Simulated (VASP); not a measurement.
An input for Ansatz (written as the equivalent of a VASP run, and not itself run):

Ansatz 0.2 input:
```yaml
crystal:
  lattice:
    - [0.0000000, 2.9184533, 2.9184533]
    - [2.9184533, 0.0000000, 2.9184533]
    - [11.7992532, 11.7992532, -0.1254398]
  atoms:
    - { symbol: Cd, position: [0.0252794, 0.0252794, 0.9810404] }
    - { symbol: Cd, position: [0.0029209, 0.0029209, 0.2478094] }
    - { symbol: Cd, position: [0.9819091, 0.9819091, 0.5135682] }
    - { symbol: Se, position: [0.2564455, 0.2564455, 0.0576659] }
    - { symbol: Se, position: [0.2347707, 0.2347707, 0.3239219] }
    - { symbol: Se, position: [0.2156313, 0.2156313, 0.5882765] }
    - { symbol: Se, position: [0.2804817, 0.2804817, 0.7896387] }
    - { symbol: Be, position: [0.0025614, 0.0025614, 0.7480789] }
kpoints:
  mp_grid: { grid: [6, 6, 2] }
hamiltonian:
  xc: pbesol
  pseudopotentials: { kind: paw }
scf:
  occupations: { method: gaussian, width: 0.05 }
  max_iter: 100
relax:
  max_steps: 60
  f_tol: 0.02
  cell: {}
output: { forces: true, stress: true, eigenvalues: true }
```

Problem. Translate this input to VASP (INCAR, KPOINTS, POSCAR, choice of POTCAR).

Solution. One answer among several that fit: 
**INCAR**
```
! general
SYSTEM =BeCd3Se4
PREC   =Accurate
ENCUT  =400   ! plane-wave cut-off (eV)
LREAL  =.FALSE.
LASPH  =.TRUE.   ! aspherical one-centre terms

! electronic loop
EDIFF  =1E-6   ! SCF stop (eV)
NELM   =100   ! most electronic steps
ALGO   =Normal   ! blocked Davidson
LMAXMIX=4

! smearing
ISMEAR =0   ! Gaussian
SIGMA  =0.05

! functional
GGA    =PS

! ions
IBRION =2   ! conjugate gradients
NSW    =60   ! most ionic steps
ISIF   =3   ! ions, shape and volume
EDIFFG =-0.02   ! ionic stop

! output
LWAVE  =.FALSE.
LCHARG =.FALSE.
```

### POSCAR
```
BeCd3Se4
1
    0.0000000000     2.9184533498     2.9184533498
    2.9184533498    -0.0000000000     2.9184533498
   11.7992531674    11.7992531674    -0.1254397681
Cd Se Be
3 4 1
Direct
  0.0252794292   0.0252794292   0.9810404281
  0.0029208611   0.0029208611   0.2478093542
  0.9819090996   0.9819090996   0.5135681753
  0.2564454849   0.2564454849   0.0576658863
  0.2347707378   0.2347707378   0.3239219467
  0.2156312850   0.2156312850   0.5882765363
  0.2804817020   0.2804817020   0.7896387235
  0.0025614004   0.0025614004   0.7480789497
```

### KPOINTS
```
K-points
0
gamma
  6 6 2
```

POTCAR, in this order: Cd Se Be (PBE.64 set). Program: vasp_std.

Limits of the translation: each code has its own PAW files, so the cut-off isn't converted (ENCUT is set for VASP's; basis.ecutwfc is left out, and Ansatz then takes the one that its files recommend); Ansatz stops its SCF on the density residual and VASP on the energy change (EDIFF).

The structure was generated: BeCd3Se4 was put into an ordered model structure (R3m), which need not be its known phase. This run relaxes it. Symmetry was kept, so distortions that lower it aren't found. The start is the result of an earlier pass.
